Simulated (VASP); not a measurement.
Fe2O3:

```
Fe O
1.0
     2.51900    1.45435    4.59067
    -2.51900    1.45435    4.59067
     0.00000   -2.90869    4.59067
Fe O
4 6
Direct
  0.35530 0.35530 0.35530
  0.14470 0.14470 0.14470
  0.64470 0.64470 0.64470
  0.85530 0.85530 0.85530
  0.55590 0.94410 0.25000
  0.25000 0.55590 0.94410
  0.94410 0.25000 0.55590
  0.44410 0.05590 0.75000
  0.75000 0.44410 0.05590
  0.05590 0.75000 0.44410
```

- Program: VASP 6.6.1
- Task: relaxation of cell and atoms
- Functional: r2SCAN
- Dispersion: rVV10
- Potentials or basis: VASP PAW PBE potentials, release 64 (Fe, O)
- Cutoff: 600 eV
- k mesh: 9 × 9 × 9
- Occupations: methfessel-paxton, width 0.1 eV
- Spin: collinear spin, ferromagnetic start
- Starting moments: [4.0, 4.0, 4.0, 4.0, 0.0, 0.0, 0.0, 0.0, 0.0, 0.0] μB
- Hubbard terms: Fe d U = 5.3 eV

At the start: pressure -1.5 GPa; volume 10.09 Å³/atom.

Task: Where does the relaxation end?

Result: Over 7 steps the energy falls by 5.3 meV/atom and the volume is 10.01 Å³/atom (-0.8 %); space group R-3c (No. 167, to 0.05 Å); moment 20.00 μB per cell.

Step by step:
```
step  energy change (eV)  largest force (eV/Å)  pressure (GPa)  volume (Å³)
   1              0.0000                0.5202           -1.50       100.91
   2             -0.0499                0.0676            1.22        99.53
   3             -0.0500                0.0860            1.08        99.58
   4             -0.0514                0.0240           -0.79       100.44
   5             -0.0524                0.0286           -0.07       100.10
   6             -0.0528                0.0118           -0.01       100.09
   7             -0.0529                0.0071            0.03       100.08
```

Final structure:
```yaml
crystal:
  lattice:
    - [2.52068, 1.45532, 4.54696]
    - [-2.52068, 1.45532, 4.54696]
    - [0.00000, -2.91063, 4.54696]
  atoms:
    - { symbol: Fe, position: [0.35302, 0.35302, 0.35302] }
    - { symbol: Fe, position: [0.14698, 0.14698, 0.14698] }
    - { symbol: Fe, position: [0.64698, 0.64698, 0.64698] }
    - { symbol: Fe, position: [0.85302, 0.85302, 0.85302] }
    - { symbol: O, position: [0.55388, 0.94612, 0.25000] }
    - { symbol: O, position: [0.25000, 0.55388, 0.94612] }
    - { symbol: O, position: [0.94612, 0.25000, 0.55388] }
    - { symbol: O, position: [0.44612, 0.05388, 0.75000] }
    - { symbol: O, position: [0.75000, 0.44612, 0.05388] }
    - { symbol: O, position: [0.05388, 0.75000, 0.44612] }
```

Caveat: the PAW data sets were made with another functional, which shifts forces and pressure a little; only a ferromagnetic start was run, and an antiferromagnetic order may lie lower in energy.
